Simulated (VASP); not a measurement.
The system is InGaO2.

```
In Ga O
1.0
     3.44207    0.00000    0.00000
     0.00000    3.44207    0.00000
     0.00000    0.00000    4.85411
In Ga O
1 1 2
Direct
  0.50000 0.50000 0.50000
  0.00000 0.00000 0.00000
  0.50000 0.50000 0.00000
  0.00000 0.00000 0.50000
```

The cell was built by a generator and needn't be a form met in nature.

| Property | Result |
| --- | --- |
| Program | VASP 6.6.1 |
| Task | relaxation of cell and atoms |
| Functional | PBE |
| Potentials or basis | VASP PAW PBE potentials, release 64 (In_d, Ga_d, O) |
| Cutoff | 520 eV |
| k mesh | 5 × 5 × 3 |
| Occupations | gaussian, width 0.15 eV |
| Spin | no spin polarisation |

At the start: pressure -4.3 GPa; volume 14.38 Å³/atom.

Problem. How do energy, volume and symmetry change on relaxing?

Solution. Over 3 steps the energy falls by 9.9 meV/atom and the volume is 13.72 Å³/atom (-4.6 %); space group P4/mmm (No. 123, to 0.05 Å).

The path:
```
step  energy change (eV)  largest force (eV/Å)  pressure (GPa)  volume (Å³)
   1              0.0000                0.0000           -4.32        57.51
   2             -0.0377                0.0000            1.38        54.35
   3             -0.0396                0.0000           -0.45        54.89
```

Final structure:
```
In Ga O
1.0
     3.38757    0.00000    0.00000
     0.00000    3.38757    0.00000
     0.00000    0.00000    4.78337
In Ga O
1 1 2
Direct
  0.50000 0.50000 0.50000
  0.00000 0.00000 0.00000
  0.50000 0.50000 0.00000
  0.00000 0.00000 0.50000
```

Caveat: the k mesh is coarse (spacing up to 0.43 Å⁻¹), so the values aren't converged.
